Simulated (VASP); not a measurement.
# Zn8Se5S3 (R3m) in VASP: a series of runs, part 2 of 2

VASP 6.6.1. The steps go on from the part before.

## 3. Relaxation of cell and atoms, PBEsol

This run uses another cell than the first one, of 21.20 Å³/atom, 0.982 times its volume.

Contents of INCAR:

```
PREC = Accurate ; ENCUT = 600
EDIFF = 1E-7 ; ISMEAR = 0
SIGMA = 0.03 ; LREAL = False
LASPH = True ; NELM = 80
ALGO = Normal ; ISIF = 3
LWAVE = False ; LCHARG = False
GGA = PS ; IBRION = 2
NSW = 90 ; EDIFFG = -0.005
KPAR = 4
```

Contents of KPOINTS:

```
Automatic mesh
0
Gamma
  6 6 4
```

Contents of POSCAR:

```
Zn8Se5S3                                
1.0
   -5.5364436205      0.0014024588      5.5364436205
   -5.5350411617     -5.5350411617      0.0000000000
   -0.0000000000     -5.5350411617      5.5350411617
  Zn              S               Se            
     8     3     5
Direct
     0.0079719122936566    0.4925617869671125    0.0069045137721185
     0.0104294778457733    0.9965235073847423    0.9965235073847423
     0.0079719122936566    0.4925617869671125    0.4925617869671125
     0.0079719122936566    0.0069045137721185    0.4925617869671125
     0.4884679183190540    0.5031769791302398    0.0041775512753530
     0.4884679183190540    0.0041775512753530    0.0041775512753530
     0.4992860204972791    0.5002379931675737    0.5002379931675737
     0.4884679183190540    0.0041775512753530    0.5031769791302398
     0.1240474427497050    0.1250800316759048    0.1250800316759048
     0.1240474427497050    0.6257924938984853    0.1250800316759048
     0.1240474427497050    0.1250800316759048    0.6257924938984853
     0.1229462468520001    0.6256845843826665    0.6256845843826665
     0.6267194743729987    0.1244268418756672    0.1244268418756672
     0.6263856534482342    0.6250651588056065    0.1234840289405530
     0.6263856534482342    0.1234840289405530    0.6250651588056065
     0.6263856534482342    0.6250651588056065    0.6250651588056065
```

Potentials or basis: VASP PAW PBE potentials, release 64 (Zn, S, Se).

Launch:

```console
$ cat potpaw_PBE.64/Zn/POTCAR potpaw_PBE.64/S/POTCAR potpaw_PBE.64/Se/POTCAR > POTCAR
$ mpirun -np 4 vasp_std > vasp.out
```

OUTCAR:

```text
PREC = Accurate
   ENCUT = 600
   EDIFF = 1E-7
   ISMEAR = 0
   LREAL = False
   LASPH = True
   NELM = 80
   ISIF = 3
   GGA = PS
   IBRION = 2
   NSW = 90
   EDIFFG = -0.005

 ion  position               nearest neighbor table
   1  0.008  0.493  0.007-   9 2.35  10 2.35  12 2.44  14 2.44
   2  0.010  0.997  0.997-   9 2.37  10 2.37  11 2.37  13 2.45
   3  0.008  0.493  0.493-  10 2.35  11 2.35  12 2.44  16 2.44
   4  0.008  0.007  0.493-   9 2.35  11 2.35  12 2.44  15 2.44
   5  0.488  0.503  0.004-  10 2.33  13 2.42  14 2.42  16 2.42
[... 2355 lines left out ...]
  in kB       -0.0206166     -0.0206166     -0.0206166     -0.0582437      0.0582437     -0.0582437
  external PRESSURE =      -0.0206166 kB  Pullay stress =       0.0000000 kB

 VOLUME and BASIS-vectors are now :
 -----------------------------------------------------------------------------
  energy-cutoff  :      600.00
  volume of cell :      339.28
      direct lattice vectors                 reciprocal lattice vectors
    -5.536443621  0.001402459  5.536443621    -0.090299245  0.090299245  0.090299245
    -5.535041162 -5.535041162  0.000000000    -0.090345005 -0.090322125 -0.090322125
     0.000000000 -5.535041162  5.535041162     0.090322125 -0.090322125  0.090345005

 POSITION                                       TOTAL-FORCE (eV/Angst)
 -----------------------------------------------------------------------------------
     -2.77049     -2.76456      0.08235        -0.003074      0.003074     -0.000678
     -5.57354    -11.03158      5.57354         0.002675     -0.002675     -0.002675
     -2.77049     -5.45269      2.77049        -0.003074     -0.000678      0.003074
     -0.08235     -2.76456      2.77049         0.000678      0.003074      0.003074
     -5.48948     -2.80754      2.72750         0.003769      0.001373      0.001373
     -2.72750     -0.04556      2.72750        -0.001373     -0.003769      0.001373
[... 8 lines left out ...]
     -4.15144     -4.14237      6.92771        -0.000982     -0.001779     -0.001779
     -6.92771     -6.91864      6.92771         0.001779      0.000982     -0.001779
 -----------------------------------------------------------------------------------
    total drift:                                0.000047     -0.000054     -0.000047

  FREE ENERGIE OF THE ION-ELECTRON SYSTEM (eV)
  ---------------------------------------------------
  free  energy   TOTEN  =       -56.4579135706 eV

  energy  without entropy=      -56.4579135706  energy(sigma->0) =      -56.45791357

 reached required accuracy - stopping structural energy minimisation
```

CONTCAR:

```text
Zn8Se5S3
   1.00000000000000
    -5.5364436205000001    0.0014024588000000    5.5364436205000001
    -5.5350411616999997   -5.5350411616999997    0.0000000000000000
     0.0000000000000000   -5.5350411616999997    5.5350411616999997
  Zn              S               Se
     8     3     5
Direct
     0.0079719122936552    0.4925617869671157    0.0069045137721204
     0.0104294778457756    0.9965235073847438    0.9965235073847438
     0.0079719122936552    0.4925617869671157    0.4925617869671157
     0.0079719122936552    0.0069045137721204    0.4925617869671157
     0.4884679183190528    0.5031769791302381    0.0041775512753546
     0.4884679183190528    0.0041775512753546    0.0041775512753546
[... 8 lines left out ...]
     0.6263856534482315    0.1234840289405525    0.6250651588056044
     0.6263856534482315    0.6250651588056044    0.6250651588056044

  0.00000000E+00  0.00000000E+00  0.00000000E+00
  0.00000000E+00  0.00000000E+00  0.00000000E+00
  0.00000000E+00  0.00000000E+00  0.00000000E+00
  0.00000000E+00  0.00000000E+00  0.00000000E+00
  0.00000000E+00  0.00000000E+00  0.00000000E+00
  0.00000000E+00  0.00000000E+00  0.00000000E+00
[... 8 lines left out ...]
  0.00000000E+00  0.00000000E+00  0.00000000E+00
  0.00000000E+00  0.00000000E+00  0.00000000E+00
```

Run time: 11 min. Hardware: 4 MPI ranks of Intel Xeon 6975P-C (Granite Rapids), shared host; peak memory 1.6 GiB.

Results:

```yaml
Free_energy: -56.4579 eV
Pressure_after_relaxing: 0.0 GPa
Largest_force_after_relaxing: 0.005 eV/Å
Band_gap_on_the_k_mesh: 1.37 eV, direct
```

Forces on the atoms (eV/Å):
```
Zn  -0.003  0.003 -0.001
Zn   0.003 -0.003 -0.003
Zn  -0.003 -0.001  0.003
Zn   0.001  0.003  0.003
Zn   0.004  0.001  0.001
Zn  -0.001 -0.004  0.001
Zn   0.001 -0.001 -0.001
Zn  -0.001  0.001 -0.004
S    0.000  0.001  0.000
S   -0.001  0.000  0.000
S    0.000  0.000  0.001
Se  -0.002  0.002  0.002
Se   0.001 -0.001 -0.001
Se   0.002 -0.002  0.001
Se  -0.001 -0.002 -0.002
Se   0.002  0.001 -0.002
```

Final structure:
```yaml
crystal:
  lattice:
    - [-5.53644, 0.00140, 5.53644]
    - [-5.53504, -5.53504, 0.00000]
    - [0.00000, -5.53504, 5.53504]
  atoms:
    - { symbol: Zn, position: [0.00797, 0.49256, 0.00690] }
    - { symbol: Zn, position: [0.01043, 0.99652, 0.99652] }
    - { symbol: Zn, position: [0.00797, 0.49256, 0.49256] }
    - { symbol: Zn, position: [0.00797, 0.00690, 0.49256] }
    - { symbol: Zn, position: [0.48847, 0.50318, 0.00418] }
    - { symbol: Zn, position: [0.48847, 0.00418, 0.00418] }
    - { symbol: Zn, position: [0.49929, 0.50024, 0.50024] }
    - { symbol: Zn, position: [0.48847, 0.00418, 0.50318] }
    - { symbol: S, position: [0.12405, 0.12508, 0.12508] }
    - { symbol: S, position: [0.12405, 0.62579, 0.12508] }
    - { symbol: S, position: [0.12405, 0.12508, 0.62579] }
    - { symbol: Se, position: [0.12295, 0.62568, 0.62568] }
    - { symbol: Se, position: [0.62672, 0.12443, 0.12443] }
    - { symbol: Se, position: [0.62639, 0.62507, 0.12348] }
    - { symbol: Se, position: [0.62639, 0.12348, 0.62507] }
    - { symbol: Se, position: [0.62639, 0.62507, 0.62507] }
```

Caveat: the relaxation stopped at its first step, so nothing moved; the PAW data sets were made with another functional, which shifts forces and pressure a little.
